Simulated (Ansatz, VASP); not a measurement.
# SiNi in two plane-wave programs

One calculation is typed for both programs; each brings its own data sets. How far apart do they land? The structure shown is the end of the Ansatz relaxation below.

Calculated with Ansatz 0.2.0; plane waves, with VASP 6.6.1 beside it; single point at PBEsol.

**1. The starting structure**

It takes space group Pnma (No. 62, orthorhombic). Conventional cell: a = 5.213 Å, b = 3.415 Å, c = 5.400 Å, α = 90.00°, β = 90.00°, γ = 90.00°. Nearest to Ni lie 6 Si at 2.28 to 2.41 Å. Nearest to Si lie 6 Ni at 2.28 to 2.41 Å. Farther neighbours are not listed.

**2. Ansatz: relaxation, PBEsol**

Ansatz runs on its PAW soft_1 files.

This run makes the geometry at which the two programs are then compared.

Contents of input.yaml:

```yaml
crystal:
  lattice:
    - [5.21349948, 0.0, 0.0]
    - [0.0, 3.41474784, 0.0]
    - [0.0, 0.0, 5.45242126]
  atoms:
    - { symbol: Ni, position: [0.0092283, 0.25, 0.1870319] }
    - { symbol: Ni, position: [0.4907717, 0.75, 0.6870319] }
    - { symbol: Ni, position: [0.5092283, 0.25, 0.3129681] }
    - { symbol: Ni, position: [0.9907717, 0.75, 0.8129681] }
    - { symbol: Si, position: [0.3210584, 0.75, 0.0862769] }
    - { symbol: Si, position: [0.1789416, 0.25, 0.5862769] }
    - { symbol: Si, position: [0.8210584, 0.75, 0.4137231] }
    - { symbol: Si, position: [0.6789416, 0.25, 0.9137231] }
kpoints:
  mp_grid: { grid: [9, 13, 8] }
scf:
  occupations: { method: fermi_dirac, width: 0.05 }
hamiltonian:
  xc: pbesol
  pseudopotentials: { kind: paw, azcp: { folder: soft_1 }, xc_functional: pbe }
basis:
  ecutwfc: 600
output:
  forces: true
  stress: true
relax:
  f_tol: 0.005
  max_steps: 70
  cell: { stress_tol: 0.02, p_target: 0, fix: [a, b, alpha, beta, gamma] }
```

Launch:

```console
$ ansatz run input.yaml --threads 4 --pin off --max-ram 10240MiB --backend cpu --events-out ev --progress --plain --runs-dir out
```

Numbers of over 12 decimals in the logs are rounded to 6 here.

The log of the run:

```text
Engine: ansatz 0.2.0, aarch64-unknown-linux-gnu
Pseudopotentials: kind: paw
Pseudopotential: Ni, paw, valence charge 18, recommended cutoff 420 eV (normal), soft_1/Ni.paw.azcp
Pseudopotential: Si, paw, valence charge 4, recommended cutoff 420 eV (normal), soft_1/Si.paw.azcp
Functional definition: PBEsol
  exchange = pbesol_x
  correlation = pbesol_c
Crystal: 8 atoms, lattice volume = 97.068 Å³
Basis set: ecut = 600 eV, 3249 PW (Γ), exchange–correlation on 90×60×90 points (8 copies of the dense FFT grid, shifted against one another)
Bands: 53, of which v1, the nominal top of the filled ones, is band 44 counted from 1 (43 counted from 0)
Symmetry: 8 space group operations
Space group: Pnma (ITA 62), of the structure as read, at distance tolerance 4.6e-5 Å
k-points: 175 of 936
Non-local potential: Ni, projectors of the file, l = 0: 3, l = 1: 2, l = 2: 3, l = 3: 1
Non-local potential: Si, projectors of the file, l = 0: 2, l = 1: 2, l = 2: 1
PAW form: soft (Blöchl's): semilocal exchange-correlation on the pseudo side does not see the compensation charge
PAW frozen core: Ni, regenerated for the run's functional, and the local potential with it (the file was generated under x = pbe(κ = 0.804, μ = 0.219515), c = pbe(β = 0.066725))
PAW frozen core: Si, regenerated for the run's functional, and the local potential with it (the file was generated under x = pbe(κ = 0.804, μ = 0.219515), c = pbe(β = 0.066725))
PAW one-centre angular grid: Ni, 590 points (default); XC on 64 Gauss nodes
PAW one-centre angular grid: Si, 110 points (default); XC on 64 Gauss nodes
Initial density: superposition of atomic densities (chi_scale 0.1, normalization cell, long waves kept (reshape's long-wave potential 0.00 eV rms))
Initial wavefunctions: pseudopotential atomic-orbital guess
Functional: x = pbesol(κ = 0.804, μ = 0.123457), c = pbesol(β = 0.046)
SCF iter   1: F=—  HF=-25712.266777 eV  |F-HF|=—  |Δ(HF+E_count)|=         —  Δρ=8.23e-2  dr2=7.82e0  ethr=3.10e-3  ⟨swp⟩=6.1  Hψ=39654  notcnv=0  defer=25
preconditioner: auto → Kerker (q_TF=auto, 2.684 Å⁻¹)  [metal: Δε(μ)=0.001 eV  Ē_g=7.444 eV  σ=0.050 eV  W_gap=0.00  n_scr=38 (ndim 8)  ℏωp=28.2 eV  f_vac=0.000  D(μ)=1.57/eV (n_scr^D=8)]
SCF iter   2: F=—  HF=-25711.222772 eV  |F-HF|=—  |Δ(HF+E_count)|=    1.04e0  Δρ=3.63e-2  dr2=2.12e0  ethr=3.10e-3  ⟨swp⟩=3.1  Hψ=15456  notcnv=0  defer=342
SCF iter   3: F=—  HF=-25710.641628 eV  |F-HF|=—  |Δ(HF+E_count)|=   5.81e-1  Δρ=2.03e-2  dr2=4.55e-1  ethr=2.41e-3  ⟨swp⟩=2.6  Hψ=14895  notcnv=0  defer=342
SCF iter   4: F=—  HF=-25710.566640 eV  |F-HF|=—  |Δ(HF+E_count)|=   7.50e-2  Δρ=6.70e-3  dr2=2.54e-2  ethr=5.17e-4  ⟨swp⟩=3.0  Hψ=15515  notcnv=0  defer=322
SCF iter   5: F=—  HF=-25710.565738 eV  |F-HF|=—  |Δ(HF+E_count)|=   9.02e-4  Δρ=2.69e-3  dr2=5.90e-3  ethr=2.88e-5  ⟨swp⟩=2.3  Hψ=14999  notcnv=0  defer=320
SCF iter   6: F=—  HF=-25710.565979 eV  |F-HF|=—  |Δ(HF+E_count)|=   2.40e-4  Δρ=9.91e-4  dr2=8.22e-4  ethr=6.71e-6  ⟨swp⟩=1.0  Hψ=8956  notcnv=0  defer=320
SCF iter   7: F=—  HF=-25710.565945 eV  |F-HF|=—  |Δ(HF+E_count)|=   3.37e-5  Δρ=1.30e-4  dr2=1.60e-5  ethr=9.34e-7  ⟨swp⟩=2.4  Hψ=15232  notcnv=0  defer=320
SCF iter   8: F=—  HF=-25710.565929 eV  |F-HF|=—  |Δ(HF+E_count)|=   1.55e-5  Δρ=3.94e-5  dr2=1.11e-6  ethr=1.82e-8  ⟨swp⟩=2.1  Hψ=15423  notcnv=0  defer=320
SCF iter   9: F=-25710.565929 eV  HF=-25710.565929 eV  |F-HF|=2.19e-8  |Δ(HF+E_count)|=   2.99e-7  Δρ=5.79e-6  dr2=1.95e-8  ethr=1.14e-10  ⟨swp⟩=3.7  Hψ=41575  notcnv=0
SCF 1 converged in 9 iterations: F = -25710.565929 eV  dr2 = 1.95e-8
  greatest PAW one-centre occupation: 1.001 electrons in one spin orbital (limit 2), on the Ni atom at site 3 (counted from 0), in its partial waves of l = 1
relax step   1: F+E_penalty+E_count = -25710.56592907 eV  Δ(F+E_penalty+E_count) = +0.000e0 eV  max|allowed force component| = 1.434e-1 eV/Å  Δτ_max = 0.0000 Å  P = -5.055 GPa  Ω = 97.068 Å³  fix = [a, b, alpha, beta, gamma]  reactions: a -7.233, b -6.605 GPa  (9 SCF iters, dr2 threshold 1.00e-7 eV, accepted)
[...]
relax step   4: F+E_penalty+E_count = -25710.57730503 eV  Δ(F+E_penalty+E_count) = -3.013e-5 eV  max|allowed force component| = 2.707e-3 eV/Å  Δτ_max = 0.0011 Å  P = -3.641 GPa  Ω = 96.122 Å³  energy of the carried Pulay correction = +1.462e-4 eV  fix = [a, b, alpha, beta, gamma]  reactions: a -6.577, b -4.411 GPa  (6 SCF iters, dr2 threshold 1.69e-8 eV, accepted)
[...]
relax step   5: F+E_penalty+E_count = -25710.57730812 eV  Δ(F+E_penalty+E_count) = -3.090e-6 eV  max|allowed force component| = 7.398e-4 eV/Å  Δτ_max = 0.0002 Å  P = -3.677 GPa  Ω = 96.139 Å³  energy of the carried Pulay correction = +1.436e-4 eV  fix = [a, b, alpha, beta, gamma]  reactions: a -6.601, b -4.435 GPa  (6 SCF iters, dr2 threshold 1.13e-8 eV, accepted)
[...]
relax step   6: F+E_penalty+E_count = -25710.57716439 eV  Δ(F+E_penalty+E_count) = +1.437e-4 eV  max|allowed force component| = 7.417e-4 eV/Å  Δτ_max = 0.0000 Å  P = -3.677 GPa  Ω = 96.139 Å³  fix = [a, b, alpha, beta, gamma]  reactions: a -6.601, b -4.435 GPa  stress off target by 5.87e-3 GPa on what of the cell is left free  SCF on the basis re-selected at this cell (its energy is not comparable with the rows above)  (9 SCF iters)
basis re-selected at this cell: Δ(F+E_penalty+E_count) = +1.437e-4 eV, ΔP = +0.000 GPa vs the last step (what re-selecting the basis moved, of the pressure what is left beyond the Pulay correction that the steps carried, after the strain that the cell walked since its last selection, with what the two solves' SCF thresholds leave and, on support functions, any second-order correction that the steps lacked; it is no m [...]
SCF converged after 9 iterations
Free energy (F): -25710.577164 eV
Harris-Foulkes:  -25710.577164 eV  (|F-HF|=7.28e-12)
Internal energy: -25710.560401 eV  (E = F + TS)
E sigma→0 (E₀):  -25710.568783 eV
Entropy (-TS):   -0.016764 eV (-2.095 meV/atom)
Fermi energy:    14.606337 eV
--- Per-component energies (eV) ---
  E_band       = -1306.290186
  E_kinetic    = 1543.452185
  E_local      = -15018.753835  (includes V_loc(G=0)·N_el)
  E_nonlocal   = -378.761682
  E_hartree    = 7862.882149
  E_xc         = -682.514390
  E_vxc        = -786.238494  (∫ρ·V_xc dr)
  E_paw        = -8476.845598  (= ΣΔE_a)
  E_vpaw       = -2391.753731  (= ΣTr[D̂ρ^β])
  E_aug_tail   = 0.001076  (compensation charges beyond the density's cutoff)
  E_ewald      = -10560.935705
  E_core_change = 0.915400  (= ΣΔE_core)
  E_smearing   = -0.016764  (= −TS)
  E_closure    = -0.000000  (closes the sum)
  Σ components = -25710.577164   (vs F -25710.577164, Δ=0.00e0)
--- Forces (eV/Å), atoms counted from 1 ---
  atom   1  Ni     0.00034082     0.00000000    -0.00018538
  atom   2  Ni    -0.00034082     0.00000000    -0.00018538
  atom   3  Ni     0.00034082     0.00000000     0.00018538
  atom   4  Ni    -0.00034082     0.00000000     0.00018538
  atom   5  Si    -0.00074173     0.00000000     0.00028368
  atom   6  Si     0.00074173     0.00000000     0.00028368
  atom   7  Si    -0.00074173    -0.00000000    -0.00028368
  atom   8  Si     0.00074173    -0.00000000    -0.00028368
  max |Σ_I F_I| component: 1.04e-17 eV/Å
--- Stress (GPa, compression-positive) ---
       -6.601439       0.000000       0.000000
        0.000000      -4.434907       0.000000
        0.000000       0.000000       0.005870
  P = ⅓ Tr σ = -3.6768 GPa (-36.768 kbar)
--- Relaxed structure (5 steps of the walk, 5 accepted, 1 SCFs on fresh bases) ---
  F+E_penalty+E_count = -25710.57716439 eV   max|allowed force component| = 7.417e-4 eV/Å   (the final SCF, on the basis selected at the relaxed cell)
  cell:  # Å, volume = 96.1395 Å³
    - [5.21349948, 0.0, 0.0]
    - [0.0, 3.41474784, 0.0]
    - [0.0, 0.0, 5.400250]
  atoms:
    - { symbol: Ni, position: [0.00912271, 0.25, 0.185728] }
    - { symbol: Ni, position: [0.490877, 0.75, 0.685728] }
    - { symbol: Ni, position: [0.509123, 0.25, 0.314272] }
    - { symbol: Ni, position: [0.990877, 0.75, 0.814272] }
    - { symbol: Si, position: [0.320960, 0.75, 0.090707] }
    - { symbol: Si, position: [0.179040, 0.25, 0.590707] }
    - { symbol: Si, position: [0.820960, 0.75, 0.409293] }
    - { symbol: Si, position: [0.679040, 0.25, 0.909293] }
```

Reading the cycles: dr2 is the Hartree energy of the density residual (eV), the measure of convergence; HF is the Harris–Foulkes estimate of the energy, which meets the free energy F at convergence.

**3. VASP: single point, PBEsol, pair 1**

The same cell, functional, mesh and smearing now go to VASP, with its own data sets.

Lines of VASP's logs that name or quote its potential files are left out, and so is its time.

Contents of INCAR:

```
SYSTEM = SiNi
PREC = Accurate
ENCUT = 600
EDIFF = 1E-06
NELM = 120
ISMEAR = -1
SIGMA = 0.05
LREAL = .FALSE.
ALGO = Normal
GGA = PS
NBANDS = 36
LASPH = .TRUE.
LORBIT = 11
LWAVE = .FALSE.
LCHARG = .FALSE.
ISIF = 2
GGA_COMPAT = .FALSE.
KPAR = 2
```

Contents of POSCAR:

```
SiNi
1.0
    5.2134994800      0.0000000000      0.0000000000
    0.0000000000      3.4147478400      0.0000000000
    0.0000000000      0.0000000000      5.4002499381
Ni Si
4 4
Direct
    0.0091227052      0.2500000000      0.1857282554
    0.4908772948      0.7500000000      0.6857282554
    0.5091227052      0.2500000000      0.3142717446
    0.9908772948      0.7500000000      0.8142717446
    0.3209603387      0.7500000000      0.0907066520
    0.1790396613      0.2500000000      0.5907066520
    0.8209603387      0.7500000000      0.4092933480
    0.6790396613      0.2500000000      0.9092933480
```

Contents of KPOINTS:

```
Automatic mesh
0
Gamma
9 13 8
0 0 0
```

PAW data sets: Ni and Si (PBE family, release 64).

Launch:

```console
$ mpirun -np 2 vasp_std
```

The log of the run:

```text
[banner, memory and clock lines left out]
running    2 mpi-ranks, on    1 nodes
 distrk:  each k-point on    1 cores,    2 groups
 distr:  one band on    1 cores,    1 groups

 POSCAR found type information on POSCAR NiSi
 POSCAR found :  2 types and       8 ions
|                                                                             |
|               ----> ADVICE to this user running VASP <----                  |
|                                                                             |
|     You enforced a specific xc type in the INCAR file but a different       |
|     [... a line on the potential file left out ...]
|     I HOPE YOU KNOW WHAT YOU ARE DOING!                                     |
|                                                                             |

 LDA part: xc-table for (Slater+PW92), standard interpolation
 POSCAR, INCAR and KPOINTS ok, starting setup
 FFT: planning ... GRIDC
 FFT: planning ... GRID_SOFT
 FFT: planning ... GRID
 WAVECAR not read
 entering main loop
       N       E                     dE             d eps       ncg     rms          rms(c)
DAV:   1     0.388752899630E+03    0.38875E+03   -0.26892E+04 12600   0.204E+03
DAV:   2    -0.252892530752E+02   -0.41404E+03   -0.40059E+03 12608   0.403E+02
DAV:   3    -0.586433488596E+02   -0.33354E+02   -0.32185E+02 13728   0.136E+02
DAV:   4    -0.599474705825E+02   -0.13041E+01   -0.12908E+01 15404   0.243E+01
DAV:   5    -0.599903829738E+02   -0.42912E-01   -0.42880E-01 15564   0.425E+00    0.295E+01
DAV:   6    -0.701815088225E+02   -0.10191E+02   -0.17604E+02 14792   0.190E+02    0.382E+01
DAV:   7    -0.521339964385E+02    0.18048E+02   -0.51886E+01 14720   0.117E+02    0.662E+00
DAV:   8    -0.523378898736E+02   -0.20389E+00   -0.82529E+00 18684   0.217E+01    0.397E+00
DAV:   9    -0.522072878224E+02    0.13060E+00   -0.71217E-01 14960   0.112E+01    0.840E-01
DAV:  10    -0.522042753542E+02    0.30125E-02   -0.31203E-02 15152   0.201E+00    0.492E-01
DAV:  11    -0.522026176270E+02    0.16577E-02   -0.60131E-03 18572   0.924E-01    0.139E-01
DAV:  12    -0.522025817508E+02    0.35876E-04   -0.31379E-04 14212   0.124E-01    0.661E-02
DAV:  13    -0.522025473217E+02    0.34429E-04   -0.68549E-05 19680   0.823E-02    0.259E-02
DAV:  14    -0.522025464920E+02    0.82979E-06   -0.16117E-05 16360   0.238E-02    0.652E-03
DAV:  15    -0.522025463795E+02    0.11246E-06   -0.11833E-06  7632   0.151E-02
   1 F= -.52202546E+02 E0= -.52194240E+02  d E =-.166118E-01
```

Parts of OUTCAR (step 3):

```text
ion  position               nearest neighbor table
   1  0.009  0.250  0.186-   8 2.28   7 2.31   7 2.31   6 2.36   5 2.41   5 2.41   4 2.64   4 2.64
                             3 2.70   3 2.70
   2  0.491  0.750  0.686-   7 2.28   8 2.31   8 2.31   5 2.36   6 2.41   6 2.41   3 2.64   3 2.64
                             4 2.70   4 2.70
   3  0.509  0.250  0.314-   6 2.28   5 2.31   5 2.31   8 2.36   7 2.41   7 2.41   2 2.64   2 2.64
                             1 2.70   1 2.70
   4  0.991  0.750  0.814-   5 2.28   6 2.31   6 2.31   7 2.36   8 2.41   8 2.41   1 2.64   1 2.64
                             2 2.70   2 2.70
   5  0.321  0.750  0.091-   4 2.28   3 2.31   3 2.31   2 2.36   1 2.41   1 2.41   8 2.71   8 2.71
                             7 3.12   7 3.12
   6  0.179  0.250  0.591-   3 2.28   4 2.31   4 2.31   1 2.36   2 2.41   2 2.41   7 2.71   7 2.71
                             8 3.12   8 3.12
   7  0.821  0.750  0.409-   2 2.28   1 2.31   1 2.31   4 2.36   3 2.41   3 2.41   6 2.71   6 2.71
                             5 3.12   5 3.12
   8  0.679  0.250  0.909-   1 2.28   2 2.31   2 2.31   3 2.36   4 2.41   4 2.41   5 2.71   5 2.71
                             6 3.12   6 3.12

  LATTYP: Found a simple orthorhombic cell.
 ALAT       =     3.4147478400
 B/A-ratio  =     1.5267597270
 C/A-ratio  =     1.5814491117

 Subroutine GETGRP returns: Found  8 space group operations
 (whereof  2 operations were pure point group operations)

The static configuration has the point symmetry S_2 .
 The point group associated with its full space group is D_2h.

 Found    175 irreducible k-points:

   k-points           NKPTS =    175   k-points in BZ     NKDIM =    175   number of bands    NBANDS=     36

   dimension x,y,z NGX =    42 NGY =   28 NGZ =   48
   dimension x,y,z NGXF=    84 NGYF=   56 NGZF=   96

   ENCUT  =  600.0 eV  44.10 Ry    6.64 a.u.  10.41  6.82 10.79*2*pi/ulx,y,z

   NELECT =      56.0000    total number of electrons

 k-points in reciprocal lattice and weights: Automatic mesh
   0.00000000  0.00000000  0.00000000       0.001
   0.11111111  0.00000000  0.00000000       0.002
   0.22222222  0.00000000  0.00000000       0.002
   0.33333333  0.00000000  0.00000000       0.002
   0.44444444  0.00000000  0.00000000       0.002
   0.00000000  0.07692308  0.00000000       0.002
   0.11111111  0.07692308  0.00000000       0.004
   0.22222222  0.07692308  0.00000000       0.004
   0.33333333  0.07692308  0.00000000       0.004
[...]
0.33333333  0.46153846  0.50000000       0.004
   0.44444444  0.46153846  0.50000000       0.004

 average (electrostatic) potential at core
       1 -81.3716       2 -81.3716       3 -81.3716       4 -81.3716       5 -79.0360
       6 -79.0360       7 -79.0360       8 -79.0360

 E-fermi :  10.4081

 k-point     1 :       0.0000    0.0000    0.0000
  band No.  band energies     occupation
    ...
     24       8.4340      2.00000
     25       8.8895      2.00000
     26       8.9865      2.00000
     27       9.2383      2.00000
     28       9.5491      2.00000
     29      11.0525      0.00001
     30      11.7760      0.00000
     31      13.7287      0.00000
     32      14.2004      0.00000
     33      14.2475      0.00000
    ...

 k-point     2 :       0.1111    0.0000    0.0000
  band No.  band energies     occupation
    ...
     24       8.4503      2.00000
     25       8.8394      2.00000
     26       9.1922      2.00000
     27       9.2159      2.00000
     28       9.4810      2.00000
     29      11.4175      0.00000
     30      11.9330      0.00000
     31      13.5511      0.00000
     32      14.2369      0.00000
     33      14.2740      0.00000
    ...

 k-point     3 :       0.2222    0.0000    0.0000
  band No.  band energies     occupation
    ...
     24       8.4700      2.00000
     25       8.7293      2.00000
     26       9.0243      2.00000
     27       9.6231      2.00000
     28       9.6526      2.00000
     29      12.2699      0.00000
     30      12.3074      0.00000
     31      13.0455      0.00000
     32      14.1043      0.00000
     33      14.4762      0.00000
    ...

  Total       -3.8080598     -2.6086815      0.0646831      0.0000000      0.0000000      0.0000000
  in kB      -63.4618177    -43.4740213      1.0779530      0.0000000      0.0000000      0.0000000
  external PRESSURE =     -35.2859620 kB  Pullay stress =       0.0000000 kB

  energy-cutoff  :      600.00
  volume of cell :       96.14
      direct lattice vectors                 reciprocal lattice vectors
     5.213499480  0.000000000  0.000000000     0.191809744  0.000000000  0.000000000
     0.000000000  3.414747840  0.000000000     0.000000000  0.292847392  0.000000000
     0.000000000  0.000000000  5.400249938     0.000000000  0.000000000  0.185176614

 POSITION                                       TOTAL-FORCE (eV/Angst)
 -----------------------------------------------------------------------------------
      0.04756      0.85369      1.00298         0.013348      0.000000     -0.003954
      2.55919      2.56106      3.70310        -0.013348     -0.000000     -0.003954
      2.65431      0.85369      1.69715         0.013348      0.000000      0.003954
      5.16594      2.56106      4.39727        -0.013348     -0.000000      0.003954
      1.67333      2.56106      0.48984        -0.002352     -0.000000      0.007510
      0.93342      0.85369      3.18996         0.002352      0.000000      0.007510
      4.28008      2.56106      2.21029        -0.002352     -0.000000     -0.007510
      3.54017      0.85369      4.91041         0.002352      0.000000     -0.007510
 -----------------------------------------------------------------------------------
    total drift:                                0.000000      0.000000      0.000000

  FREE ENERGIE OF THE ION-ELECTRON SYSTEM (eV)
  ---------------------------------------------------
  free  energy   TOTEN  =       -52.2025463795 eV

  energy  without entropy=      -52.1859346189  energy(sigma->0) =      -52.19424050

 total charge
# of ion       s       p       d       tot
------------------------------------------
    1        0.509   0.654   8.457   9.620
    2        0.509   0.654   8.457   9.620
    3        0.509   0.654   8.457   9.620
    4        0.509   0.654   8.457   9.620
    5        0.759   0.846   0.000   1.605
    6        0.759   0.846   0.000   1.605
    7        0.759   0.846   0.000   1.605
    8        0.759   0.846   0.000   1.605
--------------------------------------------------
tot          5.070   6.000  33.830  44.900

[... 3 further parts left out ...]
```

This run has no spin polarisation, so a moment on Ni, if there is one, isn't seen.

**4. Comparison**

Known differences besides the potentials themselves: the data sets hold 88 valence electrons in Ansatz (on its PAW soft_1 files) and 56 in VASP; Ansatz makes its cores anew for this functional, VASP keeps those of its PBE data sets; Ansatz's pressure holds a Pulay correction, VASP's none. Total energies have different zeros and are not compared.

Both answers:

| quantity | Ansatz | VASP | difference |
| --- | --- | --- | --- |
| pressure (GPa) | -3.68 | -3.53 | -0.15 |

At this near-relaxed geometry the largest component of a force difference is 13 meV/Å.

(Part 1 of 2 ends here.)

[Lines on the potential files, build, host, timing and source positions are cut from VASP's logs without a mark.]

[Logs are printed without paths, hosts, clocks, repeated set-up lines and the standing remarks that a program may print on its own settings, such as how far it seeks lower states.]

[Hosts, paths, dates, database ids (printed as entryN), source tags and the programs' standing remarks are cut or masked in the printed files.]
